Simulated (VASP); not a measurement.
```
BeZn3Te4
1.0
    0.00000     2.97878     2.97878
    2.97878     0.00000     2.97878
   11.92113    11.92113    -0.00599
Zn Te Be
3 4 1
Cartesian
 11.85973  11.85973   0.05540
  2.97762   2.97762   0.00116
  8.98999   8.98999   5.90393
  1.46731   1.46731   1.51147
  4.50248   4.50248   1.45509
  7.53935   7.53935   1.39700
 10.34408  10.34408   1.57105
 11.92058  11.92058   5.95212
```

These are PBEsol GGA, VASP's PBE PAW potentials (set 64) (plane waves; VASP) values and carry that method's errors. Settings: 400 eV cut-off, Gaussian smearing of 0.050 eV, potentials Zn Te Be.

Unless said otherwise, spin-orbit coupling is left out, though it shifts the bands of the heavy elements here.

### Question
Give the energies of bands 23 to 36 at the high-symmetry points, in eV from the valence-band maximum.

### Answer

```
band      Γ      T     H2      L     S0      F
----  -----  -----  -----  -----  -----  -----
23    -1.32  -1.36  -4.61  -4.80  -4.61  -4.74
24    -1.32  -1.31  -3.64  -2.81  -3.64  -2.85
25    -0.65  -1.31  -3.46  -2.79  -3.44  -2.81
26    -0.65  -0.75  -3.26  -2.53  -3.30  -2.57
27    -0.47  -0.75  -3.10  -2.09  -3.08  -2.42
28    -0.47  -0.27  -2.14  -1.89  -2.18  -1.88
29    -0.12  -0.27  -2.06  -1.81  -2.02  -1.68
30     0.00  -0.12  -1.88  -1.32  -1.91  -1.07
31     0.00  -0.12  -1.77  -1.19  -1.74  -0.99
32     1.60   2.00   2.72   2.06   2.65   1.80
33     2.00   2.09   2.88   2.40   3.03   1.97
34     2.28   2.34   3.48   2.58   3.26   2.23
35     2.43   2.50   3.74   2.65   3.94   2.70
36     3.68   3.73   4.71   2.95   4.42   2.85
```

The gap is direct, 1.60 eV, from the valence maximum at Γ to the conduction minimum at Γ.

The structure was generated: BeZn3Te4 was put into an ordered model structure (R3m), which need not be its known phase. It was relaxed first.
